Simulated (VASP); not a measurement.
Set up this calculation in VASP 6.6.1, as the native input.

```yaml
Task: single point
Functional: r2SCAN
Potentials_or_basis: VASP PAW PBE potentials, release 64 (Ru_pv, Se)
Cutoff: 520 eV
k_mesh: 6 × 6 × 6
Occupations: gaussian, width 0.05 eV
Spin: collinear spin, antiferromagnetic start
Starting_moments: "[1.0, -1.0, 0.0, 0.0] μB"
Hubbard_terms: Ru d U = 3 eV
Supercell_matrix: "[1, 0, 0, 0, 1, 0, 0, 0, 2]"
Further_INCAR_settings: ALGO = Normal; EDIFF = 1e-07
```

The structure of RuSe lies in POSCAR:

```
RuSe
1.0
    0.0000000000      2.6776164100      2.6776164100
    2.6776164100      0.0000000000      2.6776164100
    5.3552328200      5.3552328200      0.0000000000
Ru Se
2 2
Direct
    0.5000000000      0.5000000000      0.2500000000
    0.5000000000      0.5000000000      0.7500000000
    0.0000000000      0.0000000000      0.0000000000
    0.0000000000      0.0000000000      0.5000000000
```

The cell comes from a database or a generator and needn't be the stable form of this composition.

The input as run:

INCAR

```
SYSTEM = RuSe
ALGO = Normal
EDIFF = 1E-7
ENCUT = 520
ISIF = 2
ISMEAR = 0
ISPIN = 2
LASPH = .TRUE.
LCHARG = .TRUE.
LDAU = .TRUE.
LDAUJ = 0 0
LDAUL = 2 -1
LDAUPRINT = 1
LDAUTYPE = 2
LDAUU = 3 0
LELF = .TRUE.
LMAXMIX = 4
LMIXTAU = .TRUE.
LORBIT = 11
LREAL = .FALSE.
LVHAR = .TRUE.
LWAVE = .FALSE.
MAGMOM = 1 -1 0 0
METAGGA = R2SCAN
NELM = 60
PREC = Accurate
SIGMA = 0.05
```

KPOINTS

```
k-points
0
G
  6 6 6
  0 0 0
```

Potentials or basis: VASP PAW PBE potentials, release 64 (Ru_pv, Se).

Launch:

```sh
$ cat potpaw_PBE.64/Ru_pv/POTCAR potpaw_PBE.64/Se/POTCAR > POTCAR
$ mpirun -np 1 vasp_std > vasp.out
```

Results of the run:

```json
{
 "Pressure": "9.2 GPa",
 "Band gap on the k mesh": "0.61 eV",
 "Net moment": "0.00 μB per cell",
 "Site moments": "Ru +2.92, -2.92; Se +0.00 μB",
 "Valence electrons inside the program's atomic spheres": "Ru 12.30; Se 3.97"
}
```

Caveat: the PAW data sets were made with another functional, which shifts forces and pressure a little.

Run time: 8.6 min on 1 thread of Intel(R) Xeon(R) Platinum 8488C (Sapphire Rapids), with other jobs on the host, peak memory 0.31 GiB.
